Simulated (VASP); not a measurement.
Level of theory: HSE06 screened hybrid (exact exchange on a k-mesh reduced by 3x3x3), VASP's PBE PAW potentials (set 64) (plane waves; VASP 6.6.1).

VASP ran on this input.

**INCAR**
```
AEXX  =  0.25
ALGO  =  Normal
EDIFF  =  1E-5
ENCUT  =  400
GGA  =  PE
HFSCREEN  =  0.2
ISIF  =  0
ISMEAR  =  1
ISYM  =  3
LASPH  =  .TRUE.
LCHARG  =  .FALSE.
LHFCALC  =  .TRUE.
LMAXMIX  =  4
LREAL  =  .FALSE.
LWAVE  =  .FALSE.
NELM  =  50
NELMIN  =  4
NKREDX  =  3
NKREDY  =  3
NKREDZ  =  3
PREC  =  Normal
PRECFOCK  =  Fast
SIGMA  =  0.1
SYSTEM  =  As
```

**KPOINTS**
```
Automatic mesh
0
Gamma
12 12 12
0 0 0
```

POSCAR:
```
As
1
    3.7310461012    -1.9099110603    -0.0024300036
    3.7310461012     1.9099110603    -0.0024300036
    2.7554269560     0.0000000000     3.1584951492
As
2
Direct
  0.2270000000   0.2270000000   0.2270000000
  0.7730000000   0.7730000000   0.7730000000
```

POTCAR, in this order: As (PBE.64 set). Program: vasp_std. Read from the step before: WAVECAR.

Task: What will the output report for the number of irreducible k-points (NKPTS), largest plane-wave count, number of space-group operations, FFT grid (NGX, NGY, NGZ)?

Result: 
- number of irreducible k-points (NKPTS) = 189
- largest plane-wave count = 834
- number of space-group operations = 12
- FFT grid (NGX, NGY, NGZ) = 24 × 24 × 24

The compound is As in the a7 structure. It was relaxed first. The cell's shape comes from a PBE relaxation.
